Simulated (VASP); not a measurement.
OSZICAR of a VASP run on MgO (rock salt):

File OSZICAR:
```
       N       E                     dE             d eps       ncg     rms          rms(c)
DAV:   1     0.142815316360E+02    0.14282E+02   -0.48714E+03  1320   0.895E+02
DAV:   2    -0.130754153970E+02   -0.27357E+02   -0.27036E+02  1440   0.143E+02
DAV:   3    -0.134826852683E+02   -0.40727E+00   -0.40727E+00  1536   0.194E+01
DAV:   4    -0.134831323804E+02   -0.44711E-03   -0.44711E-03  1520   0.600E-01
DAV:   5    -0.134831327519E+02   -0.37145E-06   -0.37145E-06  1560   0.127E-02    0.662E+00
DAV:   6    -0.121651793068E+02    0.13180E+01   -0.85566E+00  1152   0.205E+01    0.224E+00
DAV:   7    -0.121456665881E+02    0.19513E-01   -0.41433E-02  1232   0.254E+00    0.129E+00
DAV:   8    -0.121377506899E+02    0.79159E-02   -0.23495E-02  1152   0.235E+00    0.154E-01
DAV:   9    -0.121376464420E+02    0.10425E-03   -0.42199E-04  1728   0.181E-01    0.754E-02
DAV:  10    -0.121377324950E+02   -0.86053E-04   -0.12753E-04  1184   0.122E-01    0.462E-03
DAV:  11    -0.121377328527E+02   -0.35771E-06   -0.55102E-07  1744   0.744E-03    0.272E-03
DAV:  12    -0.121377328939E+02   -0.41175E-07   -0.35917E-07  1216   0.562E-03
   1 F= -.12137733E+02 E0= -.12137733E+02  d E =0.000000E+00
```

Question: Which electronic solver shows in the log?

Answer: It is blocked Davidson (ALGO = Normal, or the opening steps of other solvers). The INCAR had ALGO = Normal.

Question: Can the final energy be trusted as converged?

Answer: Self-consistency was reached. It stopped with EDIFF = 1E-7, NELM = 100 (AM05 GGA, plane waves, VASP's PBE PAW potentials (set 64)).

The compound is MgO in the rock salt structure. It was relaxed first.
